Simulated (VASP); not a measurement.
Output of a VASP run:

### OSZICAR
```
       N       E                     dE             d eps       ncg     rms          rms(c)
DAV:   1     0.113487056321E+03    0.11349E+03   -0.91354E+03  1728   0.137E+03
DAV:   2    -0.168686809857E+02   -0.13036E+03   -0.12325E+03  2048   0.339E+02
DAV:   3    -0.227136845794E+02   -0.58450E+01   -0.57544E+01  2552   0.647E+01
DAV:   4    -0.229252810176E+02   -0.21160E+00   -0.21146E+00  2252   0.115E+01
DAV:   5    -0.229306158655E+02   -0.53348E-02   -0.53345E-02  2488   0.158E+00    0.212E+01
DAV:   6    -0.196024471464E+02    0.33282E+01   -0.16605E+01  1940   0.284E+01    0.810E+00
DAV:   7    -0.194707897680E+02    0.13166E+00   -0.77055E-01  2028   0.707E+00    0.591E+00
DAV:   8    -0.194635225224E+02    0.72672E-02   -0.13980E-01  1868   0.355E+00    0.143E+00
DAV:   9    -0.194594532322E+02    0.40693E-02   -0.30787E-02  2172   0.119E+00    0.466E-01
DAV:  10    -0.194597812615E+02   -0.32803E-03   -0.20336E-03  1960   0.581E-01    0.353E-01
DAV:  11    -0.194596010903E+02    0.18017E-03   -0.68136E-04  1952   0.212E-01    0.174E-02
DAV:  12    -0.194595996054E+02    0.14849E-05   -0.11660E-05  2556   0.384E-02    0.117E-02
DAV:  13    -0.194595992355E+02    0.36986E-06   -0.29372E-07  1116   0.597E-03
   1 F= -.19459599E+02 E0= -.19459489E+02  d E =-.194596E+02
       N       E                     dE             d eps       ncg     rms          rms(c)
DAV:   1    -0.194894610199E+02   -0.29861E-01   -0.11120E+00  1756   0.123E+01    0.225E+00
DAV:   2    -0.194625821981E+02    0.26879E-01   -0.76253E-02  1760   0.342E+00    0.680E-01
DAV:   3    -0.194569238909E+02    0.56583E-02   -0.26952E-02  2388   0.140E+00    0.217E-01
DAV:   4    -0.194575641944E+02   -0.64030E-03   -0.11640E-03  2588   0.283E-01    0.180E-01
DAV:   5    -0.194581161838E+02   -0.55199E-03   -0.59591E-04  2800   0.150E-01    0.236E-02
DAV:   6    -0.194581574876E+02   -0.41304E-04   -0.12035E-04  2660   0.854E-02    0.184E-02
DAV:   7    -0.194581581236E+02   -0.63602E-06   -0.37656E-06  2084   0.247E-02
   2 F= -.19458158E+02 E0= -.19458076E+02  d E =0.144111E-02
       N       E                     dE             d eps       ncg     rms          rms(c)
DAV:   1    -0.194728205537E+02   -0.14663E-01   -0.43255E-01  1756   0.762E+00    0.142E+00
DAV:   2    -0.194619973109E+02    0.10823E-01   -0.27452E-02  1752   0.207E+00    0.420E-01
DAV:   3    -0.194599214659E+02    0.20758E-02   -0.11348E-02  2472   0.904E-01    0.154E-01
DAV:   4    -0.194601965649E+02   -0.27510E-03   -0.32640E-04  2344   0.154E-01    0.110E-01
DAV:   5    -0.194604616527E+02   -0.26509E-03   -0.50450E-04  2800   0.123E-01    0.199E-02
DAV:   6    -0.194604635582E+02   -0.19055E-05   -0.36175E-06  1880   0.201E-02    0.112E-02
DAV:   7    -0.194604674650E+02   -0.39068E-05   -0.23941E-06  1492   0.185E-02    0.339E-03
DAV:   8    -0.194604670894E+02    0.37565E-06   -0.30661E-07   936   0.624E-03
   3 F= -.19460467E+02 E0= -.19460367E+02  d E =-.867854E-03
```

**OUTCAR**
```
------------------------ aborting loop because EDIFF is reached ----------------------------------------
  FORCE on cell =-STRESS in cart. coord.  units (eV):
  Direction    XX          YY          ZZ          XY          YZ          ZX
  --------------------------------------------------------------------------------------
  Total       -0.0002626     -0.0002626     -0.0002626     -0.0000000     -0.0000000      0.0000000
  in kB       -0.0160956     -0.0160956     -0.0160956     -0.0000000     -0.0000000      0.0000000
  external PRESSURE =      -0.0160956 kB  Pullay stress =       0.0000000 kB
  volume of cell :       26.14
      direct lattice vectors                 reciprocal lattice vectors
    -0.000000000  2.355435075  2.355435075    -0.212275008  0.212275008  0.212275008
     2.355435075  0.000000000  2.355435075     0.212275008 -0.212275008  0.212275008
     2.355435075  2.355435075  0.000000000     0.212275008  0.212275008 -0.212275008
 POSITION                                       TOTAL-FORCE (eV/Angst)
 -----------------------------------------------------------------------------------
      0.00000      0.00000      0.00000         0.000000     -0.000000     -0.000000
      2.35544      2.35544      2.35544        -0.000000      0.000000      0.000000
 -----------------------------------------------------------------------------------
    total drift:                                0.000000      0.000000      0.000000
  FREE ENERGIE OF THE ION-ELECTRON SYSTEM (eV)
  ---------------------------------------------------
  free  energy   TOTEN  =       -19.4604670894 eV

  energy  without entropy=      -19.4601677021  energy(sigma->0) =      -19.46036729

 reached required accuracy - stopping structural energy minimisation
```
(Selected blocks of OUTCAR.)

**POSCAR**
```
ZrC
1
    0.0000000000     2.3500000000     2.3500000000
    2.3500000000     0.0000000000     2.3500000000
    2.3500000000     2.3500000000     0.0000000000
Zr C
1 1
Direct
  0.0000000000   0.0000000000   0.0000000000
  0.5000000000   0.5000000000   0.5000000000
```

Question: Write an INCAR and KPOINTS that could have produced this output.

Answer: One answer among several that fit: the input of the run itself, PBE GGA, plane waves, VASP's PBE PAW potentials (set 64).

### KPOINTS
```
Regular mesh
0
Gamma
  12 12 12
0 0 0
```

**INCAR**
```
NSW=60   # most ionic steps
LREAL=F   # projection in real space or not
PREC=Accurate
LASPH=T
NELM=100   # most electronic steps
LWAVE=F
ENCUT=530   # plane-wave cut-off (eV)
ALGO=Normal   # blocked Davidson
EDIFF=1E-6   # SCF stop (eV)
SYSTEM=ZrC
IBRION=2   # conjugate gradients
ISMEAR=1   # Methfessel-Paxton
GGA=PE
EDIFFG=-0.01   # ionic stop
LCHARG=F
SIGMA=0.1   # width (eV)
LMAXMIX=4   # l cut-off of mixed one-centre charges
ISIF=3   # ions, shape and volume
```

POTCAR, in this order: Zr_sv C (PBE.64 set). Program: vasp_std.

The compound is ZrC in the rock salt structure. This run relaxes it. Symmetry was kept, so distortions that lower it aren't found.
